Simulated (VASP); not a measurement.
VASP input:

### POSCAR
```
Pd
1.9986110
  0.0000000000   0.9999999651   0.9999999651
  0.9999999651   0.0000000000   0.9999999651
  0.9999999651   0.9999999651   0.0000000000
Pd
1
Cart
  0.0000000000   0.0000000000   0.0000000000
```

**KPOINTS**
```
kpoints
0
G
  14 14 14
0 0 0
```

**INCAR**
```
ALGO = Normal
EDIFF = 1E-7
ENCUT = 480
GGA = PE
ISIF = 2
ISMEAR = 1
LASPH = .TRUE.
LCHARG = .FALSE.
LMAXMIX = 4
LREAL = .FALSE.
LWAVE = .FALSE.
NELM = 100
PREC = Accurate
SIGMA = 0.1
SYSTEM = Pd
```

POTCAR, in this order: Pd (PBE.64 set). Program: vasp_std.

### Question
Translate this PBE calculation to Ansatz.

### Answer
One equivalent input (not run):
Ansatz 0.2 input:
```yaml
crystal:
  lattice:
    - [0.0000000, 1.9986109, 1.9986109]
    - [1.9986109, 0.0000000, 1.9986109]
    - [1.9986109, 1.9986109, 0.0000000]
  atoms:
    - { symbol: Pd, position: [0.0000000, 0.0000000, 0.0000000] }
kpoints:
  mp_grid: { grid: [14, 14, 14] }
hamiltonian:
  xc: pbe
  pseudopotentials: { kind: paw }
scf:
  occupations: { method: methfessel_paxton, width: 0.1 }
  max_iter: 100
output: { forces: true, stress: true, eigenvalues: true }
```
What does not carry over: each code has its own PAW files, so the cut-off isn't converted (ENCUT is set for VASP's; basis.ecutwfc is left out, and Ansatz then takes the one that its files recommend); Ansatz stops its SCF on the density residual and VASP on the energy change (EDIFF).

The compound is Pd in the fcc structure. This cell was strained or had an atom moved on purpose.
